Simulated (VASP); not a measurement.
Energy against volume of ZnSe (zinc blende). These are HSEsol screened hybrid, VASP's PBE PAW potentials (set 64) (plane waves; VASP) values and carry that method's errors. Settings: 520 eV cut-off, 6×6×6 Γ-centred mesh, Gaussian smearing of 0.050 eV, potentials Zn Se.

```tsv
V (Å³/atom)	E (eV/atom)
22.218	-3.97368
22.927	-3.97090
23.636	-3.95970
24.345	-3.94141
```

**Question.** Fit these four points and predict the energy of the run at 21.509 Å³/atom.

**Answer.** A cubic in V^(−2/3), the third-order Birch-Murnaghan form, passes through the four points with V0 = 22.36 Å³/atom and B0 = 69 GPa, and gives -3.9665 eV/atom there. The run gave -3.9665 eV/atom, -0.0 meV/atom from the fit; all five points give B0 = 69 GPa.

The compound is ZnSe in the zinc blende structure. It was relaxed first. The cell's shape comes from a PBE relaxation.
